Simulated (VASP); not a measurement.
Computed with PBE GGA, VASP's PBE PAW potentials (set 64) (plane waves; VASP).

A VASP calculation is set up with these files.

INCAR:
```
# general
SYSTEM  = SrO
PREC    = Accurate
ENCUT   = 520
LREAL   = .False.
LASPH   = .True.

# electronic loop
EDIFF   = 1E-6
NELM    = 100
ALGO    = Normal
LMAXMIX = 4

# smearing
ISMEAR  = 0
SIGMA   = 0.05

# functional
GGA     = PE

# ions
IBRION  = 2
NSW     = 60
ISIF    = 3
EDIFFG  = -0.01

# output
LWAVE   = .False.
LCHARG  = .False.
```

POSCAR:
```
SrO
1.0
  0.0000000000   2.6014343198   2.6014343198
  2.6014343198   0.0000000000   2.6014343198
  2.6014343198   2.6014343198   0.0000000000
Sr O
1 1
Direct
  0.0000000000   0.0000000000   0.0000000000
  0.5000000000   0.5000000000   0.5000000000
```

### KPOINTS
```
Automatic mesh
0
Gamma
8 8 8
0 0 0
```

POTCAR, in this order: Sr_sv O (PBE.64 set). Program: vasp_std.

The run wrote:

**OUTCAR**
```
 ion  position               nearest neighbor table
   1  0.000  0.000  0.000-   2 2.60   2 2.60   2 2.60   2 2.60   2 2.60   2 2.60
   2  0.500  0.500  0.500-   1 2.60   1 2.60   1 2.60   1 2.60   1 2.60   1 2.60
  LATTYP: Found a face centered cubic cell.
 ALAT       =     5.2028686396
 Subroutine PRICEL returns:
 Original cell was already a primitive cell.
 Subroutine GETGRP returns: Found 48 space group operations
The static configuration has the point symmetry O_h .
The dynamic configuration has the point symmetry O_h .
 Subroutine INISYM returns: Found 48 space group operations
 Subroutine IBZKPT returns following result:
 Found     29 irreducible k-points:

 Following reciprocal coordinates:
            Coordinates               Weight
  0.000000  0.000000  0.000000      1.000000
  0.125000  0.000000  0.000000      8.000000
  0.250000  0.000000  0.000000      8.000000
  0.375000  0.000000  0.000000      8.000000
  0.500000  0.000000  0.000000      4.000000
  0.125000  0.125000  0.000000      6.000000
  0.250000  0.125000  0.000000     24.000000
  0.375000  0.125000  0.000000     24.000000
  0.500000  0.125000  0.000000     24.000000
 -0.375000  0.125000  0.000000     24.000000
 -0.250000  0.125000  0.000000     24.000000
 -0.125000  0.125000  0.000000     12.000000
  0.250000  0.250000  0.000000      6.000000
  0.375000  0.250000  0.000000     24.000000
  0.500000  0.250000  0.000000     24.000000
 -0.375000  0.250000  0.000000     24.000000
 -0.250000  0.250000  0.000000     12.000000
  0.375000  0.375000  0.000000      6.000000
  0.500000  0.375000  0.000000     24.000000
 -0.375000  0.375000  0.000000     12.000000
  0.500000  0.500000  0.000000      3.000000
  0.375000  0.250000  0.125000     24.000000
  0.500000  0.250000  0.125000     48.000000
 -0.375000  0.250000  0.125000     24.000000
...
```

File OSZICAR:
```
       N       E                     dE             d eps       ncg     rms          rms(c)
DAV:   1     0.759905886002E+02    0.75991E+02   -0.85849E+03   704   0.130E+03
DAV:   2    -0.106038579468E+02   -0.86594E+02   -0.78802E+02   940   0.246E+02
DAV:   3    -0.141613369416E+02   -0.35575E+01   -0.35311E+01   924   0.494E+01
DAV:   4    -0.142532378785E+02   -0.91901E-01   -0.91875E-01   968   0.689E+00
DAV:   5    -0.142539149890E+02   -0.67711E-03   -0.67710E-03   928   0.610E-01    0.158E+01
DAV:   6    -0.121795324135E+02    0.20744E+01   -0.10639E+01   800   0.240E+01    0.189E+01
DAV:   7    -0.120612273600E+02    0.11831E+00   -0.62887E-01   868   0.694E+00    0.108E+01
DAV:   8    -0.120535365639E+02    0.76908E-02   -0.14026E-01   740   0.417E+00    0.777E-01
DAV:   9    -0.120542345292E+02   -0.69797E-03   -0.13469E-02   968   0.972E-01    0.223E-01
DAV:  10    -0.120549627319E+02   -0.72820E-03   -0.11438E-03   720   0.341E-01    0.568E-02
DAV:  11    -0.120550822812E+02   -0.11955E-03   -0.19647E-04   828   0.122E-01    0.430E-02
DAV:  12    -0.120550988895E+02   -0.16608E-04   -0.26785E-05   760   0.509E-02    0.260E-02
DAV:  13    -0.120550975034E+02    0.13861E-05   -0.32146E-06   876   0.216E-02    0.260E-03
DAV:  14    -0.120550972541E+02    0.24937E-06   -0.39063E-07   412   0.646E-03
   1 F= -.12055097E+02 E0= -.12055097E+02  d E =-.120551E+02
       N       E                     dE             d eps       ncg     rms          rms(c)
DAV:   1    -0.120554856157E+02   -0.38811E-03   -0.80752E-03   816   0.858E-01    0.180E-01
DAV:   2    -0.120551869530E+02    0.29866E-03   -0.14154E-03   772   0.318E-01    0.547E-02
DAV:   3    -0.120551215412E+02    0.65412E-04   -0.14851E-04   876   0.132E-01    0.473E-02
DAV:   4    -0.120551101596E+02    0.11382E-04   -0.93073E-05  1064   0.717E-02    0.392E-02
DAV:   5    -0.120551122077E+02   -0.20481E-05   -0.33730E-06   844   0.194E-02    0.111E-02
DAV:   6    -0.120551117234E+02    0.48423E-06   -0.64935E-06  1068   0.171E-02
   2 F= -.12055112E+02 E0= -.12055112E+02  d E =-.144694E-04
```

### OUTCAR
```
------------------------ aborting loop because EDIFF is reached ----------------------------------------
  FORCE on cell =-STRESS in cart. coord.  units (eV):
  Direction    XX          YY          ZZ          XY          YZ          ZX
  --------------------------------------------------------------------------------------
  Total       -0.0085392     -0.0085392     -0.0085392     -0.0000000      0.0000000     -0.0000000
  in kB       -0.3878462     -0.3878462     -0.3878462     -0.0000000      0.0000000     -0.0000000
  external PRESSURE =      -0.3878462 kB  Pullay stress =       0.0000000 kB
  volume of cell :       35.27
      direct lattice vectors                 reciprocal lattice vectors
     0.000000000  2.603028948  2.603028948    -0.192083918  0.192083918  0.192083918
     2.603028948 -0.000000000  2.603028948     0.192083918 -0.192083918  0.192083918
     2.603028948  2.603028948  0.000000000     0.192083918  0.192083918 -0.192083918
  FREE ENERGIE OF THE ION-ELECTRON SYSTEM (eV)
  ---------------------------------------------------
  free  energy   TOTEN  =       -12.0551117234 eV

  energy  without entropy=      -12.0551117234  energy(sigma->0) =      -12.05511172

 reached required accuracy - stopping structural energy minimisation
```
(Selected blocks of OUTCAR.)

### CONTCAR
```
SrO
   1.00000000000000
     0.0000000000000000    2.6030289478835975    2.6030289478835975
     2.6030289478835975   -0.0000000000000000    2.6030289478835975
     2.6030289478835975    2.6030289478835975    0.0000000000000000
  Sr              O
     1     1
Direct
     1.0000000000000000    1.0000000000000000    1.0000000000000000
     0.5000000000000000    0.5000000000000000    0.5000000000000000
```

The structure was generated: SrO was put into the rock salt type (Fm-3m), which need not be its known phase. This run relaxes it. Symmetry was kept, so distortions that lower it aren't found. The start is the result of an earlier pass.
